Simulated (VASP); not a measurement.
Here is the system:

```yaml
crystal:
  lattice:
    - [0.00000, 2.39000, 2.39000]
    - [2.39000, 0.00000, 2.39000]
    - [2.39000, 2.39000, 0.00000]
  atoms:
    - { symbol: B, position: [0.00000, 0.00000, 0.00000] }
    - { symbol: As, position: [0.25000, 0.25000, 0.25000] }
```

The numbers are results of eigenvalue-self-consistent GW0 on PBE orbitals, VASP's PBE PAW potentials (set 64) (plane waves; VASP), not measurements. Run with PREC = Normal, 500 eV cut-off, 4×4×4 Γ-centred mesh, Gaussian smearing of 0.010 eV, potentials B_GW As_GW.

The mesh is coarse and the basis finite, so the quasiparticle values are not converged.

NBANDS = 160, ENCUTGW = 200 eV, NOMEGA = 64, 4 updates of the levels in G. The PBE levels (eV) are:

| state | KS energy | filling |
|---|---|---|
| k1 (0.00, 0.00, 0.00), band 1 | -9.22 | 2 |
| k1 (0.00, 0.00, 0.00), band 2 | 6.18 | 2 |
| k1 (0.00, 0.00, 0.00), band 3 | 6.18 | 2 |
| k1 (0.00, 0.00, 0.00), band 4 | 6.18 | 2 |
| k1 (0.00, 0.00, 0.00), band 5 | 9.44 | 0 |
| k1 (0.00, 0.00, 0.00), band 6 | 9.44 | 0 |
| k1 (0.00, 0.00, 0.00), band 7 | 9.44 | 0 |
| k1 (0.00, 0.00, 0.00), band 8 | 10.82 | 0 |
| k5 (0.50, 0.25, 0.00), band 1 | -5.94 | 2 |
| k5 (0.50, 0.25, 0.00), band 2 | -1.54 | 2 |
| k5 (0.50, 0.25, 0.00), band 3 | 1.44 | 2 |
| k5 (0.50, 0.25, 0.00), band 4 | 3.00 | 2 |
| k5 (0.50, 0.25, 0.00), band 5 | 8.56 | 0 |
| k5 (0.50, 0.25, 0.00), band 6 | 12.01 | 0 |
| k5 (0.50, 0.25, 0.00), band 7 | 13.83 | 0 |
| k5 (0.50, 0.25, 0.00), band 8 | 14.07 | 0 |
| k6 (-0.25, 0.25, 0.00), band 1 | -6.70 | 2 |
| k6 (-0.25, 0.25, 0.00), band 2 | -0.46 | 2 |
| k6 (-0.25, 0.25, 0.00), band 3 | 1.09 | 2 |
| k6 (-0.25, 0.25, 0.00), band 4 | 4.21 | 2 |
| k6 (-0.25, 0.25, 0.00), band 5 | 9.68 | 0 |
| k6 (-0.25, 0.25, 0.00), band 6 | 12.27 | 0 |
| k6 (-0.25, 0.25, 0.00), band 7 | 13.13 | 0 |
| k6 (-0.25, 0.25, 0.00), band 8 | 13.55 | 0 |

Question: Give the quasiparticle energies and renormalisation factors Z.

Answer: 
```
state                           QP energy (eV)     Z
------------------------------  --------------  ----
k1 (0.00, 0.00, 0.00), band 1           -10.30  0.71
k1 (0.00, 0.00, 0.00), band 2             5.47  0.79
k1 (0.00, 0.00, 0.00), band 3             5.47  0.79
k1 (0.00, 0.00, 0.00), band 4             5.47  0.79
k1 (0.00, 0.00, 0.00), band 5             9.67  0.79
k1 (0.00, 0.00, 0.00), band 6             9.67  0.79
k1 (0.00, 0.00, 0.00), band 7             9.67  0.79
k1 (0.00, 0.00, 0.00), band 8            11.31  0.76
k5 (0.50, 0.25, 0.00), band 1            -6.85  0.73
k5 (0.50, 0.25, 0.00), band 2            -2.54  0.73
k5 (0.50, 0.25, 0.00), band 3             0.54  0.77
k5 (0.50, 0.25, 0.00), band 4             2.16  0.77
k5 (0.50, 0.25, 0.00), band 5             8.59  0.79
k5 (0.50, 0.25, 0.00), band 6            12.25  0.77
k5 (0.50, 0.25, 0.00), band 7            14.00  0.76
k5 (0.50, 0.25, 0.00), band 8            14.34  0.76
k6 (-0.25, 0.25, 0.00), band 1           -7.65  0.73
k6 (-0.25, 0.25, 0.00), band 2           -1.42  0.74
k6 (-0.25, 0.25, 0.00), band 3            0.17  0.76
k6 (-0.25, 0.25, 0.00), band 4            3.42  0.78
k6 (-0.25, 0.25, 0.00), band 5            9.84  0.79
k6 (-0.25, 0.25, 0.00), band 6           12.58  0.76
k6 (-0.25, 0.25, 0.00), band 7           13.42  0.77
k6 (-0.25, 0.25, 0.00), band 8           13.71  0.76
```
On the mesh the gap opens from 1.41 to 2.00 eV.

The compound is BAs in the zinc blende structure. The cell was not relaxed at this level. The k-mesh is coarse (spacing up to 0.57 per Å, 2π included), so the numbers may not be converged in it.
